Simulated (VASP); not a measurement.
A convergence study with VASP on WSe2 (space group no. 194 when undisturbed): a few settings are varied, all else stays as given below, so the limit is that of these other settings. One atom is moved off its site, so that forces are finite.

```xyz
6
Lattice="1.6482 -2.8548 0.0000 1.6482 2.8548 0.0000 0.0000 0.0000 13.0248" Properties=species:S:1:pos:R:3 pbc="T T T"
W      1.6482     0.9516     3.3062
W      1.6482    -0.9516     9.7686
Se     1.6482     0.9516    11.4488
Se     1.6482    -0.9516     4.9364
Se     1.6482    -0.9516     1.5760
Se     1.6482     0.9516     8.0884
```

Calculation: PBEsol GGA, VASP's PBE PAW potentials (set 64) (plane waves; VASP). The last row used: 300 eV cut-off, 9×9×2 Γ-centred mesh, Fermi-Dirac smearing of 0.020 eV, potentials W_sv Se.

Unless said otherwise, spin-orbit coupling is left out, though it shifts the bands of the heavy elements here. Gaps are read on the run's mesh, which can miss a band edge.

```
setting       E (eV/atom)  pressure (GPa)  largest force (eV/Å)  gap on the mesh (eV)  irreducible k-points
------------  -----------  --------------  --------------------  --------------------  --------------------
SIGMA = 1.0       -7.5746            5.21                 1.047                 1.025                    24
SIGMA = 0.5           ___             ___                   ___                   ___                    24
SIGMA = 0.2       -7.7472           -2.10                 1.381                 1.010                    24
SIGMA = 0.1       -7.7491           -2.12                 1.396                 1.010                    24
SIGMA = 0.02      -7.7491           -2.12                   ___                   ___                    24
```

**Question.** Fill in the missing entries.

**Answer.** 
- SIGMA = 0.5, E (eV/atom): -7.6940
- SIGMA = 0.5, pressure (GPa): -0.69
- SIGMA = 0.5, largest force (eV/Å): 1.174
- SIGMA = 0.5, gap on the mesh (eV): 1.014
- SIGMA = 0.02, largest force (eV/Å): 1.397
- SIGMA = 0.02, gap on the mesh (eV): 1.009

VASP warned of too few bands at SIGMA = 1.0; SIGMA = 0.5.

Left out are rungs that failed or repeat a setting and relaxations that didn't move; long series are thinned to 24 rows.

The structure is a typed WSe2 crystal (space group no. 194). The cell was not relaxed at this level, it is distorted from the ideal structure. VASP warned that the highest band is occupied, so more bands are needed.
